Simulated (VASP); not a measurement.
Output of a VASP run:

OSZICAR:
```
...
DAV:  15    -0.266762376095E+02    0.25767E-07   -0.18097E-07  2933   0.413E-03
   1 F= -.26676238E+02 E0= -.26675236E+02  d E =-.266762E+02
       N       E                     dE             d eps       ncg     rms          rms(c)
DAV:   1    -0.267182093920E+02   -0.41972E-01   -0.12935E+00  5848   0.769E+00    0.134E+00
DAV:   2    -0.266867009453E+02    0.31508E-01   -0.98951E-02  5979   0.226E+00    0.815E-01
DAV:   3    -0.266958154910E+02   -0.91145E-02   -0.15456E-01  6126   0.357E+00    0.134E+00
DAV:   4    -0.266782873041E+02    0.17528E-01   -0.65980E-02  6115   0.225E+00    0.197E-01
DAV:   5    -0.266779812841E+02    0.30602E-03   -0.22962E-03  5974   0.493E-01    0.923E-02
DAV:   6    -0.266778914778E+02    0.89806E-04   -0.24053E-04  5950   0.141E-01    0.314E-02
DAV:   7    -0.266778885241E+02    0.29537E-05   -0.25287E-05  6188   0.396E-02    0.137E-02
DAV:   8    -0.266778887661E+02   -0.24199E-06   -0.21198E-06  3733   0.136E-02
   2 F= -.26677889E+02 E0= -.26677112E+02  d E =-.165116E-02
       N       E                     dE             d eps       ncg     rms          rms(c)
DAV:   1    -0.266790174581E+02   -0.11289E-02   -0.34652E-02  5854   0.126E+00    0.213E-01
DAV:   2    -0.266781671157E+02    0.85034E-03   -0.23552E-03  5980   0.363E-01    0.121E-01
DAV:   3    -0.266784161428E+02   -0.24903E-03   -0.33812E-03  6132   0.551E-01    0.219E-01
DAV:   4    -0.266779622866E+02    0.45386E-03   -0.18274E-03  6140   0.411E-01    0.328E-02
DAV:   5    -0.266779539837E+02    0.83029E-05   -0.67028E-05  5967   0.874E-02    0.143E-02
DAV:   6    -0.266779526967E+02    0.12870E-05   -0.63603E-06  5696   0.216E-02    0.455E-03
DAV:   7    -0.266779527815E+02   -0.84775E-07   -0.45717E-07  2937   0.527E-03
   3 F= -.26677953E+02 E0= -.26677138E+02  d E =-.171517E-02
       N       E                     dE             d eps       ncg     rms          rms(c)
DAV:   1    -0.266833054345E+02   -0.53527E-02   -0.10518E-01  5810   0.286E+00    0.522E-01
DAV:   2    -0.266780687892E+02    0.52366E-02   -0.21662E-02  5814   0.117E+00    0.116E-01
DAV:   3    -0.266779586119E+02    0.11018E-03   -0.13140E-03  5933   0.384E-01    0.124E-01
DAV:   4    -0.266779516173E+02    0.69946E-05   -0.57473E-04  6057   0.234E-01    0.836E-02
DAV:   5    -0.266779121664E+02    0.39451E-04   -0.28637E-04  6087   0.167E-01    0.491E-02
DAV:   6    -0.266779137734E+02   -0.16070E-05   -0.41565E-05  5943   0.528E-02    0.726E-03
DAV:   7    -0.266779150658E+02   -0.12923E-05   -0.25295E-06  4146   0.158E-02    0.220E-03
DAV:   8    -0.266779148962E+02    0.16954E-06   -0.39163E-07  2910   0.716E-03
   4 F= -.26677915E+02 E0= -.26677119E+02  d E =0.378853E-04
       N       E                     dE             d eps       ncg     rms          rms(c)
DAV:   1    -0.266798688317E+02   -0.19538E-02   -0.36546E-02  5810   0.169E+00    0.306E-01
DAV:   2    -0.266780586113E+02    0.18102E-02   -0.75502E-03  5814   0.694E-01    0.686E-02
DAV:   3    -0.266780117576E+02    0.46854E-04   -0.42000E-04  5916   0.222E-01    0.691E-02
DAV:   4    -0.266780009279E+02    0.10830E-04   -0.10876E-04  5976   0.104E-01    0.375E-02
DAV:   5    -0.266779981455E+02    0.27824E-05   -0.78389E-05  6102   0.859E-02    0.338E-02
DAV:   6    -0.266779897035E+02    0.84420E-05   -0.24303E-05  5637   0.438E-02    0.432E-03
DAV:   7    -0.266779892914E+02    0.41214E-06   -0.11286E-06  2981   0.107E-02
   5 F= -.26677989E+02 E0= -.26677182E+02  d E =-.365099E-04
```

### OUTCAR
```
------------------------ aborting loop because EDIFF is reached ----------------------------------------
  FORCE on cell =-STRESS in cart. coord.  units (eV):
  Direction    XX          YY          ZZ          XY          YZ          ZX
  --------------------------------------------------------------------------------------
  Total        0.0387230      0.0387230     -0.0205144      0.0048712      0.0000000      0.0000000
  in kB        1.0974435      1.0974435     -0.5813950      0.1380547      0.0000000      0.0000000
  external PRESSURE =       0.5378307 kB  Pullay stress =       0.0000000 kB
  volume of cell :       56.53
      direct lattice vectors                 reciprocal lattice vectors
    -0.014454065  3.828668008  3.856633636    -0.130102555  0.130102555  0.129646746
     3.828668008 -0.014454065  3.856633636     0.130102555 -0.130102555  0.129646746
     1.907106972  1.907106972 -0.000000000     0.262177218  0.262177218 -0.259293491
 POSITION                                       TOTAL-FORCE (eV/Angst)
 -----------------------------------------------------------------------------------
      0.00000     -0.00000      0.00000        -0.000000      0.000000     -0.000000
      1.91433     -0.00723      1.92832         0.000000      0.000000      0.000000
     -0.00723      1.91433      1.92832         0.000000     -0.000000     -0.000000
      1.90711      1.90711      3.85663         0.000000      0.000000     -0.000000
 -----------------------------------------------------------------------------------
    total drift:                               -0.000000     -0.000000      0.000000
  FREE ENERGIE OF THE ION-ELECTRON SYSTEM (eV)
  ---------------------------------------------------
  free  energy   TOTEN  =       -26.6779892914 eV

  energy  without entropy=      -26.6755684194  energy(sigma->0) =      -26.67718233

 reached required accuracy - stopping structural energy minimisation
```
(Selected blocks of OUTCAR.)

**POSCAR**
```
AgRh3
1
    0.0015938030     3.8263546284     3.8595715555
    3.8263546284     0.0015938030     3.8595715555
    1.9139742157     1.9139742157     0.0000000000
Rh Ag
3 1
Direct
  1.0000000000   0.0000000000   0.0000000000
  0.0000000000   0.5000000000   0.0000000000
  0.5000000000   0.0000000000   1.0000000000
  0.5000000000   0.5000000000   1.0000000000
```

### Question
Reconstruct the remaining input files.

### Answer
This is not unique; one that fits is the input of the run itself, PBEsol GGA, plane waves, VASP's PBE PAW potentials (set 64).

### KPOINTS
```
Automatic mesh
0
Gamma
6 6 12
```

INCAR:
```
! general
SYSTEM  = AgRh3
PREC    = Accurate
ENCUT   = 400   ! plane-wave cut-off (eV)
LREAL   = F
LASPH   = T   ! aspherical one-centre terms

! electronic loop
EDIFF   = 1E-6   ! SCF stop (eV)
NELM    = 100   ! most electronic steps
ALGO    = Normal   ! blocked Davidson
LMAXMIX = 4   ! l cut-off of mixed one-centre charges

! smearing
ISMEAR  = 1   ! Methfessel-Paxton
SIGMA   = 0.1   ! width (eV)

! functional
GGA     = PS   ! PBEsol

! ions
IBRION  = 2
NSW     = 60   ! most ionic steps
ISIF    = 3
EDIFFG  = -0.02

! output
LWAVE   = F
LCHARG  = F
```

POTCAR, in this order: Rh_pv Ag (PBE.64 set). Program: vasp_std.

The structure was generated: AgRh3 was put into an ordered model structure (Cmmm), which need not be its known phase. This run relaxes it. Symmetry was kept, so distortions that lower it aren't found. The start is the result of an earlier pass.
